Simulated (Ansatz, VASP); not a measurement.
# Tl: VASP beside Ansatz, part 2 of 2

Aim: how closely do two programs agree when they are given the same cell, functional and k mesh? The cell is taken from a series of VASP runs on this material, whose earlier steps may have relaxed, scaled or displaced it; both programs get it as it stands.

VASP 6.6.1 and Ansatz 0.2.0.

So far: The starting structure; VASP: zone-centre phonons, LDA.

**3. Ansatz: zone-centre phonons, LDA**

Level of this step: Ansatz beside VASP: Kohn-Sham DFT, plane waves, LDA (Ansatz).

Ansatz runs on its default PAW (the set named soft_2) files.

The same cell, functional (in two slightly different forms), mesh and smearing now go to Ansatz, which takes its cutoff from its data sets.

input.yaml

```yaml
crystal:
  lattice:
    - [3.4249901296, 0.0, 0.0]
    - [-1.7124950648, 2.9661284598, 0.0]
    - [0.0, 0.0, 10.7182604934]
  atoms:
    - { symbol: Tl, position: [0.6666666667, 0.3333333333, 0.75] }
    - { symbol: Tl, position: [0.0, 0.0, 0.5] }
    - { symbol: Tl, position: [0.3333333333, 0.6666666667, 0.25] }
    - { symbol: Tl, position: [0.0, 0.0, 0.0] }
hamiltonian:
  xc: lda
  pseudopotentials: { kind: paw }
kpoints:
  mp_grid: { grid: [13, 13, 4] }
scf:
  occupations: { method: methfessel_paxton, width: 0.2 }
phonons:
  method: dfpt
  qpoints: [[0, 0, 0]]
```

Launch:

```sh
ansatz run input.yaml --threads 4 --pin off --max-ram 9216MiB --backend cpu --events-out ev --progress --plain --runs-dir out
```

Numbers of over 12 decimals in the logs are rounded to 6 here.

Log:

```text
Engine: ansatz 0.2.0, aarch64-unknown-linux-gnu
Pseudopotentials: kind: paw
Pseudopotential: Tl, paw, valence charge 13, recommended cutoff 420 eV (normal), Tl.paw.azcp
Functional definition: SPW92
  exchange = slater_x
  correlation = pw_c
Crystal: 4 atoms, lattice volume = 108.886 Å³
Basis set: ecut = 420 eV, 2123 PW (Γ), exchange–correlation on 48×48×144 points (8 copies of the dense FFT grid, shifted against one another)
Bands: 32, of which v1, the nominal top of the filled ones, is band 26 counted from 1 (25 counted from 0)
Symmetry: 24 space group operations
k-points: 189 of 676 (irreducible under 2 space group operations, time reversal used)
Non-local potential: Tl, projectors of the file, l = 0: 2, l = 1: 2, l = 2: 2, l = 3: 1
PAW form: soft (Blöchl's): semilocal exchange-correlation on the pseudo side does not see the compensation charge
PAW frozen core: Tl, regenerated for the run's functional, and the local potential with it (the file was generated under x = pbe(κ = 0.804, μ = 0.219515), c = pbe(β = 0.066725))
PAW one-centre angular grid: Tl, 590 points (default); XC on 64 Gauss nodes
Initial density: superposition of atomic densities (neutral atoms: chi_scale 0, normalization atom), corrected by the library's trained network
Initial wavefunctions: pseudopotential atomic-orbital guess
Functional: x = slater, c = lda
SCF iter   1: F=—  HF=-44586.317741 eV  |F-HF|=—  |Δ(HF+E_count)|=         —  Δρ=4.91e-3  dr2=2.33e-2  ethr=1.77e-3  ⟨swp⟩=6.0  Hψ=25557  notcnv=0
preconditioner: auto → Kerker (q_TF=auto, 2.412 Å⁻¹)  [metal: Δε(μ)=0.026 eV  Ē_g=12.999 eV  σ=0.200 eV  W_gap=0.11  n_scr=26 (ndim 8)  ℏωp=25.7 eV  f_vac=0.000  D(μ)=2.07/eV (n_scr^D=6)]
SCF iter   2: F=—  HF=-44586.309434 eV  |F-HF|=—  |Δ(HF+E_count)|=   8.31e-3  S|Δr|=    0.00e0  Δρ=2.01e-3  dr2=4.38e-3  ethr=4.48e-5  ⟨swp⟩=2.5  Hψ=12395  notcnv=0
SCF iter   3: F=—  HF=-44586.307781 eV  |F-HF|=—  |Δ(HF+E_count)|=   1.65e-3  S|Δr|=    0.00e0  Δρ=3.00e-4  dr2=2.11e-4  ethr=8.42e-6  ⟨swp⟩=2.0  Hψ=10012  notcnv=0
SCF iter   4: F=—  HF=-44586.307746 eV  |F-HF|=—  |Δ(HF+E_count)|=   3.48e-5  S|Δr|=    0.00e0  Δρ=7.72e-5  dr2=1.51e-5  ethr=4.06e-7  ⟨swp⟩=2.5  Hψ=8856  notcnv=0
SCF iter   5: F=—  HF=-44586.307741 eV  |F-HF|=—  |Δ(HF+E_count)|=   5.17e-6  S|Δr|=    0.00e0  Δρ=2.31e-5  dr2=5.89e-7  ethr=2.91e-8  ⟨swp⟩=2.4  Hψ=8260  notcnv=0
SCF iter   6: F=—  HF=-44586.307741 eV  |F-HF|=—  |Δ(HF+E_count)|=   7.86e-8  S|Δr|=    0.00e0  Δρ=3.08e-6  dr2=1.48e-8  ethr=1.13e-9  ⟨swp⟩=2.9  Hψ=11098  notcnv=0
SCF iter   7: F=—  HF=-44586.307741 eV  |F-HF|=—  |Δ(HF+E_count)|=   2.93e-9  S|Δr|=    0.00e0  Δρ=8.23e-7  dr2=1.08e-9  ethr=2.85e-11  ⟨swp⟩=2.6  Hψ=9216  notcnv=0
SCF iter   8: F=—  HF=-44586.307741 eV  |F-HF|=—  |Δ(HF+E_count)|=  2.69e-10  S|Δr|=    0.00e0  Δρ=2.31e-7  dr2=7.35e-11  ethr=2.08e-12  ⟨swp⟩=2.0  Hψ=10526  notcnv=0
SCF iter   9: F=-44586.307741 eV  HF=-44586.307741 eV  |F-HF|=2.18e-11  |Δ(HF+E_count)|=  7.28e-12  S|Δr|=    0.00e0  Δρ=6.78e-8  dr2=8.77e-12  ethr=1.00e-12  ⟨swp⟩=7.0  Hψ=29552  notcnv=0
SCF 1 converged in 9 iterations: F = -44586.307741 eV  dr2 = 8.77e-12
  greatest PAW one-centre occupation: 0.962 electrons in one spin orbital (limit 2), on the Tl atom at site 1 (counted from 0), in its partial waves of l = 2
DFPT response loops at Γ: preconditioner auto → Kerker (q_TF=auto, 2.412 Å⁻¹) (partly filled bands, converged f_vac=0.000); β = 1.00, the filter's whole step (`scf.mixing.beta` (0.50) is not read by the response loops under this deck's `scf.mixing.preconditioner`; to damp them name `kerker` or `kerker_dos`, under which they read `scf.mixing.beta`, and type it under 1.00, their step now; both keys bind the ground state too); Broyden in place of MSR1
SCF converged after 9 iterations
Stability not checked: this state was not tested for a lower state beside it, because cold or Methfessel-Paxton smearing, or corrected tetrahedra, fill the levels in a way that the test cannot read (fill_not_monotonic; see scf.lower_state_search)
Free energy (F): -44586.307741 eV
Harris-Foulkes:  -44586.307741 eV  (|F-HF|=2.18e-11)
Internal energy: -44586.306829 eV  (E = F + TS)
E sigma→0 (E₀):  -44586.307513 eV
Entropy (-TS):   -0.000912 eV (-0.228 meV/atom)
Fermi energy:    10.717359 eV
--- Per-component energies (eV) ---
  E_band       = 49.165137
  E_kinetic    = 1335.881529
  E_local      = -3393.530719  (includes V_loc(G=0)·N_el)
  E_nonlocal   = 1285.362723
  E_hartree    = 1247.603299
  E_xc         = -916.621010
  E_vxc        = -573.578159  (∫ρ·V_xc dr)
  E_paw        = -39472.614127  (= ΣΔE_a)
  E_vpaw       = -1100.177020  (= ΣTr[D̂ρ^β])
  E_aug_tail   = 0.000129  (compensation charges beyond the density's cutoff)
  E_ewald      = -4671.822409
  E_core_change = -0.566243  (= ΣΔE_core)
  E_smearing   = -0.000912  (= −TS)
  E_closure    = 0.000000  (closes the sum)
  Σ components = -44586.307741   (vs F -44586.307741, Δ=0.00e0)
--- Band table (eV; the first three rows and the last of 189) ---
  k-point 0: bands = [... 22 lower, 1.8727, 5.8259, 7.7657, 14.5654, 14.5832, 18.6904, 18.6904, 19.7555, ... 2 higher]
  k-point 1: bands = [... 22 lower, 2.7594, 5.0207, 8.7509, 12.4433, 16.8283, 18.7693, 18.7693, 19.3472, ... 2 higher]
  k-point 2: bands = [... 22 lower, 3.8328, 3.8328, 10.4773, 10.4773, 18.9971, 18.9971, 18.9971, 18.9971, ... 2 higher]
  k-point 188: bands = [... 22 lower, 6.4272, 6.4272, 10.1571, 10.1571, 11.1870, 11.1870, 13.2855, 13.2855, ... 2 higher]
--- Phonons (Γ-DFPT): 4 representative perturbations + reference, on 189 of 676 k-points (Σ response iterations 12) ---
  k mesh reduced under 2 symmetry operations, with k and −k counted as one. Each operation leaves every solved perturbation unchanged. A smaller set is not used because it would not reduce the number of displacements times k-points to solve
  ASR residual: 3.053e-5 → 0.000e0 eV/Å²; symmetrization residual: 3.100e-5 eV/Å²
  ASR residual per site (eV/Å²): 4.83e-6 3.05e-5 4.83e-6 3.05e-5
  Γ frequencies (cm⁻¹): 0.00 0.00 0.00 16.39 16.39 19.30 19.30 24.23 24.23 53.74 59.83 91.93
  non-analytic LO–TO correction: not included (Born effective charges unavailable; polar crystals: no LO–TO splitting at Γ)
--- Phonons (arbitrary-q DFPT): 1 explicit q-point ---
  q = [0, 0, 0] (of the zone-centre solve; hermiticity 1.33e-5, symmetrization 5.29e-6): -0.00 0.00 0.00 16.39 16.39 19.30 19.30 24.23 24.23 53.74 59.83 91.93
  sum rule: each row above includes the acoustic sum rule's correction from the zone centre's row sums; it moved no ω² by more than (0.20 cm⁻¹)²
```

Elapsed: 67 s, on 4 threads of Arm Neoverse V2, shared host; peak memory 2 GiB; 4.2 min of CPU time.

**4. Comparison**

Known differences besides the potentials themselves: the two LDA forms differ slightly; the cutoff is 420 eV in Ansatz and 400 eV in VASP; VASP's log shows a relativistic correction to its local exchange, Ansatz's none. Total energies have different zeros and are not compared.

Both answers:

```csv
quantity,Ansatz,VASP,difference
optical mode 1 to 2 (cm⁻¹),16.4,15.5,+0.9
optical mode 3 to 4 (cm⁻¹),19.3,18.7,+0.6
optical mode 5 to 6 (cm⁻¹),24.2,24.8,-0.6
optical mode 7 (cm⁻¹),53.7,54.9,-2.06 %
optical mode 8 (cm⁻¹),59.8,60.6,-1.27 %
optical mode 9 (cm⁻¹),91.9,92.9,-1.05 %
```

Modes are paired by rising frequency and degeneracy, not by their patterns, so a pair may still set unlike modes beside each other.

**5. What came out**

```json
{
 "r.m.s. difference of the optical zone-centre modes, each program's sorted by frequency (zone-centre phonons, LDA)": "0.81 cm⁻¹",
 "difference in optical mode 7 (zone-centre phonons, LDA)": "-2.1 %"
}
```

What this shows: The r.m.s. difference of the optical zone-centre modes, each program's sorted by frequency is 0.81 cm⁻¹ (zone-centre phonons, LDA). Among the rows given in per cent, the largest difference of the zone-centre phonons, LDA pair is in optical mode 7, -2.1 %. Such differences can come from data sets, numerical settings and the points named under the comparisons, not from the functional's error against experiment.

[Lines on the potential files, build, host, timing and source positions are cut from VASP's logs without a mark.]

[Logs are printed without paths, hosts, clocks, repeated set-up lines and the standing remarks that a program may print on its own settings, such as how far it seeks lower states.]

[Hosts, paths, dates, database ids (printed as entryN), source tags and the programs' standing remarks are cut or masked in the printed files.]
